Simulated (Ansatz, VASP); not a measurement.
# Cross-check of Mo2N between VASP and Ansatz, part 2 of 2

Wanted: the spread between two codes on one cell, functional and k mesh. The cell is taken from a series of runs on this material, whose earlier steps may have relaxed, scaled, displaced or heated it; both programs get it as it stands.

VASP 6.6.1 and Ansatz 0.2.0.

So far: Starting point; Ansatz: single point, PBEsol, DFT+U.

**3. VASP: single point, PBEsol, DFT+U**

Level of this step: PBEsol, DFT+U (Mo d 2 eV), spin-polarised from a ferromagnetic start; plane waves and PAW (Mo_sv, N) (VASP).

The same cell, functional, mesh and smearing now go to VASP, with its own data sets.

Lines of VASP's logs that name or quote its potential files are left out, and so is its time.

Contents of INCAR:

```
SYSTEM = Mo2N
PREC = Accurate
ENCUT = 520
EDIFF = 1E-06
NELM = 200
ISMEAR = -1
SIGMA = 0.05
LREAL = .FALSE.
ALGO = Normal
GGA = PS
NBANDS = 25
ISPIN = 2
MAGMOM = 0.53 0.53 0.07
LDAU = .TRUE.
LDAUTYPE = 2
LDAUL = 2 -1
LDAUU = 2 0
LDAUJ = 0 0
LDAUPRINT = 1
LASPH = .TRUE.
LMAXMIX = 4
LORBIT = 11
LWAVE = .FALSE.
LCHARG = .FALSE.
ISIF = 2
NUPDOWN = 1.8
GGA_COMPAT = .FALSE.
```

Contents of POSCAR:

```
Mo2N
1.0
    1.4407811828      0.8318354038      5.0020960731
   -1.4407811828      0.8318354038      5.0020960731
    0.0000000000     -1.6636708075      5.0020960731
Mo N
2 1
Direct
    0.2428914800      0.2428914800      0.2428914800
    0.7571085200      0.7571085200      0.7571085200
    0.0000000000      0.0000000000      0.0000000000
```

Contents of KPOINTS:

```
Automatic mesh
0
Gamma
16 16 16
0 0 0
```

PAW data sets: Mo_sv and N (PBE family, release 64).

Launch:

```
mpirun -np 1 vasp_std
```

Numbers of over 12 decimals in the logs are rounded to 6 here.

What it wrote:

```text
[banner, memory and clock lines left out]
running    1 mpi-ranks, on    1 nodes
 distrk:  each k-point on    1 cores,    1 groups
 distr:  one band on    1 cores,    1 groups

 POSCAR found type information on POSCAR MoN
 POSCAR found :  2 types and       3 ions
|                                                                             |
|               ----> ADVICE to this user running VASP <----                  |
|                                                                             |
|     You enforced a specific xc type in the INCAR file but a different       |
|     [... a line on the potential file left out ...]
|     I HOPE YOU KNOW WHAT YOU ARE DOING!                                     |
|                                                                             |

 LDA part: xc-table for (Slater+PW92), standard interpolation
 POSCAR, INCAR and KPOINTS ok, starting setup
 FFT: planning ... GRIDC
 FFT: planning ... GRID_SOFT
 FFT: planning ... GRID
 WAVECAR not read
 entering main loop
       N       E                     dE             d eps       ncg     rms          rms(c)
DAV:   1     0.337594646357E+03    0.33759E+03   -0.19956E+04 41724   0.137E+03
DAV:   2    -0.219412793911E+02   -0.35954E+03   -0.34663E+03 49896   0.437E+02
DAV:   3    -0.314001299538E+02   -0.94589E+01   -0.93220E+01 46471   0.734E+01
DAV:   4    -0.314545458015E+02   -0.54416E-01   -0.54352E-01 46295   0.581E+00
DAV:   5    -0.314548768945E+02   -0.33109E-03   -0.33107E-03 46321   0.436E-01    0.329E+01
DAV:   6    -0.284038829952E+02    0.30510E+01   -0.11054E+01 48778   0.263E+01    0.873E+00
DAV:   7    -0.280747557113E+02    0.32913E+00   -0.14928E+00 47021   0.999E+00    0.667E+00
DAV:   8    -0.280040121783E+02    0.70744E-01   -0.24470E-01 45992   0.396E+00    0.172E+00
DAV:   9    -0.280021106991E+02    0.19015E-02   -0.11457E-02 46861   0.880E-01    0.719E-01
DAV:  10    -0.280017424983E+02    0.36820E-03   -0.23407E-03 44853   0.440E-01    0.169E-01
DAV:  11    -0.280018657805E+02   -0.12328E-03   -0.34654E-04 52000   0.166E-01    0.570E-02
DAV:  12    -0.280018844429E+02   -0.18662E-04   -0.21464E-05 46579   0.455E-02    0.266E-02
DAV:  13    -0.280018927068E+02   -0.82639E-05   -0.66427E-06 40331   0.210E-02    0.872E-03
DAV:  14    -0.280018930326E+02   -0.32571E-06   -0.12178E-06 23911   0.102E-02
   1 F= -.28001893E+02 E0= -.27994782E+02  d E =-.142230E-01  mag=     1.8000
```

From OUTCAR (step 3):

```text
ion  position               nearest neighbor table
   1  0.243  0.243  0.243-   3 2.15   3 2.15   3 2.15   2 2.83   2 2.83   2 2.83   2 3.18   2 3.18
                             2 3.18
   2  0.757  0.757  0.757-   3 2.15   3 2.15   3 2.15   1 2.83   1 2.83   1 2.83   1 3.18   1 3.18
                             1 3.18
   3  0.000  0.000  0.000-   2 2.15   2 2.15   1 2.15   1 2.15   2 2.15   1 2.15

  LATTYP: Found a trigonal (rhomboedric) cell.
 ALAT       =     5.2715050678
 COS(alpha) =     0.8505978682

 Subroutine GETGRP returns: Found 12 space group operations
 (whereof 12 operations were pure point group operations)

The static configuration has the point symmetry D_3d.

 Found    417 irreducible k-points:

   k-points           NKPTS =    417   k-points in BZ     NKDIM =    417   number of bands    NBANDS=     25

   dimension x,y,z NGX =    40 NGY =   40 NGZ =   40
   dimension x,y,z NGXF=    80 NGYF=   80 NGZF=   80

   ENCUT  =  520.0 eV  38.22 Ry    6.18 a.u.   9.80  9.80  9.80*2*pi/ulx,y,z

   NELECT =      33.0000    total number of electrons

 k-points in reciprocal lattice and weights: Automatic mesh
   0.00000000  0.00000000  0.00000000       0.000
   0.06250000 -0.00000000  0.00000000       0.001
   0.12500000 -0.00000000  0.00000000       0.001
   0.18750000 -0.00000000  0.00000000       0.001
   0.25000000 -0.00000000  0.00000000       0.001
   0.31250000  0.00000000  0.00000000       0.001
   0.37500000 -0.00000000  0.00000000       0.001
   0.43750000  0.00000000  0.00000000       0.001
   0.50000000 -0.00000000  0.00000000       0.001
[...]
0.25000000  0.06250000  0.06250000       0.001
[...]
atom =   2  type =  1  l = 2

 onsite density matrix

spin component  1

  0.4980  0.0000 -0.0000 -0.0844  0.0000
  0.0000  0.4434  0.0000 -0.0000 -0.0844
 -0.0000  0.0000  0.4796 -0.0000  0.0000
 -0.0844 -0.0000 -0.0000  0.4434 -0.0000
  0.0000 -0.0844  0.0000 -0.0000  0.4980

spin component  2

  0.3129 -0.0000 -0.0000 -0.0051  0.0000
 -0.0000  0.2975  0.0000  0.0000 -0.0051
 -0.0000  0.0000  0.3686 -0.0000  0.0000
 -0.0051  0.0000 -0.0000  0.2975  0.0000
  0.0000 -0.0051  0.0000  0.0000  0.3129

 occupancies and eigenvectors

  o =  0.2960  v =  0.0000  0.0000  0.0000  0.0000  0.0000 -0.2900  0.0000 -0.0000 -0.9570  0.0000      0.0000  0.0000  0.0000  0.0000  0.0000  0.0000  0.0000  0.0000  0.0000  0.0000
  o =  0.2960  v =  0.0000  0.0000  0.0000  0.0000  0.0000  0.0000  0.9570 -0.0000  0.0000  0.2900      0.0000  0.0000  0.0000  0.0000  0.0000  0.0000  0.0000  0.0000  0.0000  0.0000
  o =  0.3145  v =  0.0000  0.0000  0.0000  0.0000  0.0000 -0.9570 -0.0000 -0.0000  0.2900  0.0000      0.0000  0.0000  0.0000  0.0000  0.0000  0.0000  0.0000  0.0000  0.0000  0.0000
  o =  0.3145  v =  0.0000  0.0000  0.0000  0.0000  0.0000 -0.0000  0.2900  0.0000  0.0000 -0.9570      0.0000  0.0000  0.0000  0.0000  0.0000  0.0000  0.0000  0.0000  0.0000  0.0000
  o =  0.3686  v =  0.0000  0.0000  0.0000  0.0000  0.0000  0.0000 -0.0000 -1.0000  0.0000 -0.0000      0.0000  0.0000  0.0000  0.0000  0.0000  0.0000  0.0000  0.0000  0.0000  0.0000
  o =  0.3820  v = -0.5884  0.0000 -0.0000 -0.8086  0.0000  0.0000  0.0000  0.0000  0.0000  0.0000      0.0000  0.0000  0.0000  0.0000  0.0000  0.0000  0.0000  0.0000  0.0000  0.0000
  o =  0.3820  v =  0.0000 -0.8086  0.0000 -0.0000 -0.5884  0.0000  0.0000  0.0000  0.0000  0.0000      0.0000  0.0000  0.0000  0.0000  0.0000  0.0000  0.0000  0.0000  0.0000  0.0000
  o =  0.4796  v =  0.0000 -0.0000 -1.0000  0.0000  0.0000  0.0000  0.0000  0.0000  0.0000  0.0000      0.0000  0.0000  0.0000  0.0000  0.0000  0.0000  0.0000  0.0000  0.0000  0.0000
  o =  0.5595  v = -0.8086  0.0000  0.0000  0.5884 -0.0000  0.0000  0.0000  0.0000  0.0000  0.0000      0.0000  0.0000  0.0000  0.0000  0.0000  0.0000  0.0000  0.0000  0.0000  0.0000
  o =  0.5595  v =  0.0000 -0.5884  0.0000  0.0000  0.8086  0.0000  0.0000  0.0000  0.0000  0.0000      0.0000  0.0000  0.0000  0.0000  0.0000  0.0000  0.0000  0.0000  0.0000  0.0000

 average (electrostatic) potential at core
       1 -69.2019       2 -69.2019       3 -57.3591

 E-fermi :  12.1623

 spin component 1
 k-point     1 :       0.0000    0.0000    0.0000
  band No.  band energies     occupation
    ...
     17      12.1054      1.00000
     18      13.0419      0.99658
     19      13.0419      0.99658
     20      13.2190      0.89402
     21      13.2190      0.89402
     22      16.1918      0.00000
     23      16.1918      0.00000
     24      19.2176      0.00000
     25      22.3712      0.00000

 k-point     2 :       0.0625   -0.0000    0.0000
  band No.  band energies     occupation
    ...
     15      10.6812      1.00000
     16      10.7796      1.00000
     17      11.7272      1.00000
     18      12.9385      0.99957
     19      12.9584      0.99935
     20      13.3352      0.45237
     21      13.6323      0.00217
     22      16.0886      0.00000
     23      16.2609      0.00000
     24      19.6204      0.00000
    ...

 k-point     3 :       0.1250   -0.0000    0.0000
  band No.  band energies     occupation
    ...
     15      10.7592      1.00000
     16      11.0309      1.00000
     17      11.1227      1.00000
     18      12.8939      0.99982
     19      12.8975      0.99981
     20      13.4432      0.08701
     21      14.3120      0.00000
     22      15.9683      0.00000
     23      16.4668      0.00000
     24      20.5782      0.00000
    ...

 k-point     4 :       0.1875   -0.0000    0.0000
  band No.  band energies     occupation
    ...
     15      10.7064      1.00000
     16      10.7780      1.00000
     17      11.3931      1.00000
     18      12.9327      0.99961
     19      13.0463      0.99626
     20      13.4931      0.03394
     21      15.0998      0.00000
     22      15.9909      0.00000
     23      16.7800      0.00000
     24      21.6904      0.00000
    ...

 k-point     5 :       0.2500   -0.0000    0.0000
  band No.  band energies     occupation
    ...
     14       9.5216      1.00000
     15      10.6505      1.00000
     16      10.8424      1.00000
     17      11.7566      1.00000
     18      13.1484      0.97195
     19      13.4229      0.12508
     20      13.6009      0.00405
     21      15.7610      0.00000
     22      16.3073      0.00000
     23      17.1309      0.00000
    ...

 k-point     6 :       0.3125    0.0000    0.0000
  band No.  band energies     occupation
    ...
     13       8.4843      1.00000
     14       9.3022      1.00000
     15      10.7433      1.00000
     16      11.0130      1.00000
     17      11.9716      1.00000
     18      13.6557      0.00136
     19      13.8881      0.00001
     20      14.0094      0.00000
     21      15.8768      0.00000
     22      17.1448      0.00000
    ...

  Total        0.8184440      0.8184440     -0.4223477      0.0000000     -0.0000000      0.0000000
  in kB       36.4553163     36.4553163    -18.8123041      0.0000000     -0.0000000      0.0000000
  external PRESSURE =      18.0327762 kB  Pullay stress =       0.0000000 kB

  energy-cutoff  :      520.00
  volume of cell :       35.97
      direct lattice vectors                 reciprocal lattice vectors
     1.440781183  0.831835404  5.002096073     0.347033960  0.200360150  0.066638731
    -1.440781183  0.831835404  5.002096073    -0.347033960  0.200360150  0.066638731
     0.000000000 -1.663670807  5.002096073     0.000000000 -0.400720301  0.066638731

 POSITION                                       TOTAL-FORCE (eV/Angst)
 -----------------------------------------------------------------------------------
      0.00000      0.00000      3.64490         0.000000     -0.000000     -0.206364
      0.00000      0.00000     11.36139         0.000000      0.000000      0.206364
      0.00000      0.00000      0.00000         0.000000      0.000000     -0.000000
 -----------------------------------------------------------------------------------
    total drift:                                0.000000     -0.000000      0.000000

  FREE ENERGIE OF THE ION-ELECTRON SYSTEM (eV)
  ---------------------------------------------------
  free  energy   TOTEN  =       -28.0018930326 eV

  energy  without entropy=      -27.9876700336  energy(sigma->0) =      -27.99478153

 total charge
# of ion       s       p       d       tot
------------------------------------------
    1        2.327   6.226   3.898  12.450
    2        2.327   6.226   3.898  12.450
    3        1.232   2.499   0.000   3.731
--------------------------------------------------
tot          5.886  14.950   7.795  28.631

 magnetization (x)
# of ion       s       p       d       tot
------------------------------------------
    1        0.004   0.016   0.768   0.788
    2        0.004   0.016   0.768   0.788
    3       -0.002   0.057   0.000   0.055
--------------------------------------------------
tot          0.005   0.089   1.535   1.630

[... 6 further parts left out ...]
```

The magnetic state follows from one typed start and may not be the lowest.

**4. Side by side**

Known differences besides the potentials themselves: VASP starts from the moments at which Ansatz ended; U acts on the PAW sphere in VASP and on atomic orbitals in Ansatz, so only states and trends compare; the cutoff is 420 eV in Ansatz and 520 eV in VASP; Ansatz makes its cores anew for this functional, VASP keeps those of its PBE data sets; site moments are counted in spheres of each program's own size. Total energies have different zeros and are not compared.

The two programs side by side:

| quantity | Ansatz | VASP | difference |
| --- | --- | --- | --- |
| total moment, fixed by the input (μB) | 1.80 | 1.80 | 0.00 |
| moment on Mo1 (μB) | 0.53 | 0.79 | -0.26 |
| moment on Mo2 (μB) | 0.53 | 0.79 | -0.26 |
| moment on N3 (μB) | 0.07 | 0.06 | +0.02 |

**5. Summary of results**

```yaml
difference_in_moment_on_mo1_single_point_pbesol_dft_u: -0.26 μB
```

In words: The difference in moment on Mo1 is -0.26 μB (single point, PBEsol, DFT+U). How closely two codes agree says nothing of how well the functional describes the real material.

[Lines on the potential files, build, host, timing and source positions are cut from VASP's logs without a mark.]

[Logs are printed without paths, hosts, clocks, repeated set-up lines and the standing remarks that a program may print on its own settings, such as how far it seeks lower states.]

[Hosts, paths, dates, database ids (printed as entryN), source tags and the programs' standing remarks are cut or masked in the printed files.]
